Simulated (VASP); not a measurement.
Output of a VASP run:

**OSZICAR**
```
       N       E                     dE             d eps       ncg     rms          rms(c)
DAV:   1     0.460061941783E+04    0.46006E+04   -0.24381E+05   696   0.125E+03
DAV:   2     0.227413076704E+03   -0.43732E+04   -0.41937E+04   768   0.347E+02
DAV:   3    -0.145696875470E+03   -0.37311E+03   -0.36799E+03   776   0.100E+02
DAV:   4    -0.154967909432E+03   -0.92710E+01   -0.92373E+01   768   0.140E+01
DAV:   5    -0.155206832634E+03   -0.23892E+00   -0.23879E+00   808   0.217E+00    0.330E+01
RMM:   6    -0.147798727538E+03    0.74081E+01   -0.17117E+01   688   0.624E+00    0.247E+01
RMM:   7    -0.147445201581E+03    0.35353E+00   -0.97172E+00   688   0.311E+00    0.560E+00
RMM:   8    -0.147336975658E+03    0.10823E+00   -0.73982E-01   688   0.144E+00    0.248E+00
RMM:   9    -0.147322028807E+03    0.14947E-01   -0.15423E-01   688   0.516E-01    0.806E-01
RMM:  10    -0.147322565627E+03   -0.53682E-03   -0.13789E-02   697   0.171E-01    0.263E-01
RMM:  11    -0.147323551173E+03   -0.98555E-03   -0.37140E-03   711   0.909E-02    0.900E-02
RMM:  12    -0.147323630872E+03   -0.79699E-04   -0.70181E-04   692   0.492E-02    0.523E-02
RMM:  13    -0.147323659877E+03   -0.29005E-04   -0.14192E-04   587   0.177E-02    0.565E-02
RMM:  14    -0.147323661281E+03   -0.14038E-05   -0.21165E-05   441   0.683E-03
   1 F= -.14732366E+03 E0= -.14732366E+03  d E =-.147324E+03
       N       E                     dE             d eps       ncg     rms          rms(c)
DAV:   1    -0.147324800101E+03   -0.11402E-02   -0.35900E-01   720   0.959E-01    0.143E-01
RMM:   2    -0.147325039921E+03   -0.23982E-03   -0.28308E-03   688   0.930E-02    0.500E-02
RMM:   3    -0.147325073243E+03   -0.33322E-04   -0.38538E-04   688   0.353E-02    0.336E-02
RMM:   4    -0.147325073101E+03    0.14203E-06   -0.62077E-05   598   0.136E-02
   2 F= -.14732507E+03 E0= -.14732507E+03  d E =-.141182E-02
       N       E                     dE             d eps       ncg     rms          rms(c)
DAV:   1    -0.147325782961E+03   -0.70972E-03   -0.24071E-01   728   0.785E-01    0.987E-02
RMM:   2    -0.147325948120E+03   -0.16516E-03   -0.19121E-03   688   0.762E-02    0.244E-02
RMM:   3    -0.147325972594E+03   -0.24475E-04   -0.26084E-04   688   0.289E-02    0.236E-02
RMM:   4    -0.147325974002E+03   -0.14073E-05   -0.40525E-05   482   0.111E-02
   3 F= -.14732597E+03 E0= -.14732597E+03  d E =-.231272E-02
```

**OUTCAR**
```
------------------------ aborting loop because EDIFF is reached ----------------------------------------
  FORCE on cell =-STRESS in cart. coord.  units (eV):
  Direction    XX          YY          ZZ          XY          YZ          ZX
  --------------------------------------------------------------------------------------
  Total       24.2842723     24.3041488     24.3717860     -1.0494372     -1.2170936      1.0719591
  in kB       16.7262705     16.7399609     16.7865473     -0.7228206     -0.8382972      0.7383329
  external PRESSURE =      16.7509263 kB  Pullay stress =       0.0000000 kB
  volume of cell :     2326.14
      direct lattice vectors                 reciprocal lattice vectors
    13.249887362  0.000000000  0.000000000     0.075472340  0.000000000  0.000000000
     0.000000000 13.249887362  0.000000000     0.000000000  0.075472340  0.000000000
     0.000000000  0.000000000 13.249887362     0.000000000  0.000000000  0.075472340
  FREE ENERGIE OF THE ION-ELECTRON SYSTEM (eV)
  ---------------------------------------------------
  free  energy   TOTEN  =      -147.3259740018 eV

  energy  without entropy=     -147.3259740018  energy(sigma->0) =     -147.32597400

 reached required accuracy - stopping structural energy minimisation
```
(Selected blocks of OUTCAR.)

**POSCAR**
```
Cd31Te33
1
   13.2498873621     0.0000000000     0.0000000000
    0.0000000000    13.2498873621    -0.0000000000
   -0.0000000000    -0.0000000000    13.2498873621
Cd Te
31 33
Direct
  0.5012431487   0.0010747967   0.9993064181
  0.7496611351   0.2503992735   0.9990677518
  0.7498542077   0.9995962981   0.2495164789
  0.9999175751   0.0001299827   0.0000343674
  0.2496942441   0.2510140278   0.0005361264
  0.5007568026   0.4986852809   0.0017717898
  0.7496105241   0.7507638919   0.0002762766
  0.2490336421   0.0007366212   0.2492444991
  0.4918510712   0.2475956760   0.2448402478
  0.7522431500   0.5094438649   0.2444429988
  0.5007340145   0.9985134392   0.5011667131
  0.7531733738   0.2470518523   0.5012242341
  0.7497017439   0.0018042245   0.7492509359
  0.9985695965   0.4993247374   0.9996378039
  0.2487125543   0.7511698583   0.9996174020
  0.0004803391   0.2510316737   0.2499616530
  0.2519112434   0.5119794445   0.2510727680
  0.4892897818   0.7497086402   0.2503273202
  0.9984313845   0.0006694225   0.5005571702
  0.2439292576   0.2476938512   0.4918190846
  0.7514603564   0.7546633283   0.4918077485
  0.2494919357   0.9995141905   0.7492213035
  0.5015076041   0.2451359213   0.7548553486
  0.7543911782   0.4982249531   0.7542679665
  0.9994381700   0.7512841900   0.2490608259
  0.0019352518   0.4988601840   0.5010865975
  0.2521956424   0.7485795342   0.4879258976
  0.9987606715   0.2503909741   0.7495183378
  0.2432212679   0.5088245246   0.7530652045
  0.4918459648   0.7556997079   0.7527304242
  0.0007970910   0.7505572707   0.7487970421
  0.6252112332   0.1263944609   0.1250661195
  0.8732754482   0.3753479695   0.1251765337
  0.8759021194   0.1244534875   0.3736381135
  0.1241375608   0.1261801935   0.1241474392
  0.3711024021   0.3786208589   0.1252669496
  0.6211873188   0.6293737706   0.1241415957
  0.8742192367   0.8757800861   0.1242803431
  0.3750830406   0.1235302335   0.3754357759
  0.6358640351   0.3642159229   0.3623749328
  0.8771049973   0.6249284775   0.3753891917
  0.6244817376   0.1260056820   0.6243815426
  0.8746738398   0.3755670762   0.6244882364
  0.8748849492   0.1254086792   0.8750435398
  0.1223603862   0.6263360233   0.1225188535
  0.3734742896   0.8779535433   0.1221998697
  0.1255902115   0.3790473994   0.3708262696
  0.3792592220   0.6227976577   0.3773357049
  0.6214388163   0.8753408840   0.3710208775
  0.1243367570   0.1258795475   0.6250063651
  0.3615340477   0.3624333378   0.6381591474
  0.5401669628   0.4573901662   0.5426581348
  0.6360992951   0.6364083327   0.6369566959
  0.8730929467   0.8747945637   0.6248757992
  0.3730298445   0.1234914209   0.8765366804
  0.6246021010   0.3754170138   0.8746120840
  0.8765013288   0.6267347006   0.8760310092
  0.1224513647   0.8776017552   0.3739727615
  0.1253626078   0.6294638307   0.6208331343
  0.3710281277   0.8748021963   0.6214443597
  0.1241625672   0.3752335755   0.8742307794
  0.3750174409   0.6248199186   0.8771682557
  0.6252087642   0.8756515404   0.8736378010
  0.1241780754   0.8758810578   0.8741083676
```

Q: Reconstruct the remaining input files.

A: Several could match; the one computed here: the input of the run itself, PBE GGA, plane waves, VASP's PBE PAW potentials (set 64).

### KPOINTS
```
Automatic mesh
0
Gamma
1 1 1
0 0 0
```

INCAR:
```
# general
SYSTEM  = Cd31Te33
PREC    = Normal
ENCUT   = 400
LREAL   = Auto
LASPH   = .TRUE.
ISYM    = 0
NELECT  = 572.0

# electronic loop
EDIFF   = 1E-5
NELM    = 100
NELMIN  = 4
ALGO    = Fast
LMAXMIX = 4

# smearing
ISMEAR  = 0
SIGMA   = 0.05

# functional
GGA     = PE

# ions
IBRION  = 2
NSW     = 120
ISIF    = 2
EDIFFG  = -0.03

# output
LWAVE   = .FALSE.
LCHARG  = .FALSE.
```

POTCAR, in this order: Cd Te (PBE.64 set). Program: vasp_gam.

The cell is charged, with a uniform compensating background. The supercell is sampled at Γ alone, which is coarse: total energies, pressure and levels can be off, energies of defects by several tenths of an eV.

The cell is a supercell with a defect, built from CdTe (zinc blende): Te_Cd, charge -2. The run is not spin-polarised, so no state with unpaired spins was tried.
